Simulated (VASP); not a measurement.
VASP input:

File KPOINTS:
```
Automatic mesh
0
Gamma
16 16 16
0 0 0
```

File POSCAR:
```
Nb
1
   -1.5986901083     1.5986901083     1.5986901083
    1.5986901083    -1.5986901083     1.5986901083
    1.5986901083     1.5986901083    -1.5986901083
Nb
1
Direct
  0.0000000000   0.0000000000   0.0000000000
```

INCAR:
```
LWAVE  =  .False.
LMAXMIX  =  4   ! l cut-off of mixed one-centre charges
ALGO  =  Normal   ! blocked Davidson
GGA  =  PE   ! PBE
NELM  =  100
EDIFF  =  1E-7   ! SCF stop (eV)
SYSTEM  =  Nb
LCHARG  =  .False.
SIGMA  =  0.1   ! width (eV)
LASPH  =  .True.   ! aspherical one-centre terms
ISMEAR  =  1   ! Methfessel-Paxton
PREC  =  Accurate
ENCUT  =  520   ! plane-wave cut-off (eV)
IVDW  =  12
ISIF  =  2   ! forces and stress, cell fixed
LREAL  =  .False.
```

POTCAR, in this order: Nb_sv (PBE.64 set). Program: vasp_std.

Task: Write an equivalent input for Ansatz.

Result: One equivalent input (not run):
Ansatz 0.2 input:
```yaml
crystal:
  lattice:
    - [-1.5986901, 1.5986901, 1.5986901]
    - [1.5986901, -1.5986901, 1.5986901]
    - [1.5986901, 1.5986901, -1.5986901]
  atoms:
    - { symbol: Nb, position: [0.0000000, 0.0000000, 0.0000000] }
kpoints:
  mp_grid: { grid: [16, 16, 16] }
hamiltonian:
  xc: pbe
  dispersion: d3bj
  pseudopotentials: { kind: paw }
scf:
  occupations: { method: methfessel_paxton, width: 0.1 }
  max_iter: 100
output: { forces: true, stress: true, eigenvalues: true }
```
What does not carry over: each code has its own PAW files, so the cut-off isn't converted (ENCUT is set for VASP's; basis.ecutwfc is left out, and Ansatz then takes the one that its files recommend); Ansatz stops its SCF on the density residual and VASP on the energy change (EDIFF).

The compound is Nb in the bcc structure. This cell is one point of a volume scan, at 0.94 of the reference volume.
